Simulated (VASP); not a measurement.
```
WTe2
1.0
    5.97221     0.00000     0.00000
    0.00000     6.76496     0.00000
    0.00000     0.00000     3.46886
W Te
2 4
Direct
  0.00000   0.00000   0.00000
  0.50000   0.50000   0.50000
  0.19556   0.35349   0.00000
  0.69556   0.14651   0.50000
  0.30444   0.85349   0.50000
  0.80444   0.64651   0.00000
```

Level of theory: PBEsol GGA, VASP's PBE PAW potentials (set 64) (plane waves; VASP). Settings: 400 eV cut-off, Gaussian smearing of 0.050 eV, potentials W_sv Te.

Unless said otherwise, spin-orbit coupling is left out, though it shifts the bands of the heavy elements here.

Question: Predict the band gap (along the path) with the smallest direct gap where there is one.

Answer: 
```yaml
band gap (along the path): none (metal, semimetal or under 0.01 eV)
```

The structure was generated: Te2W was put into the marcasite type (Pnnm), which need not be its known phase. It was relaxed first, which changed the volume by -24 %.
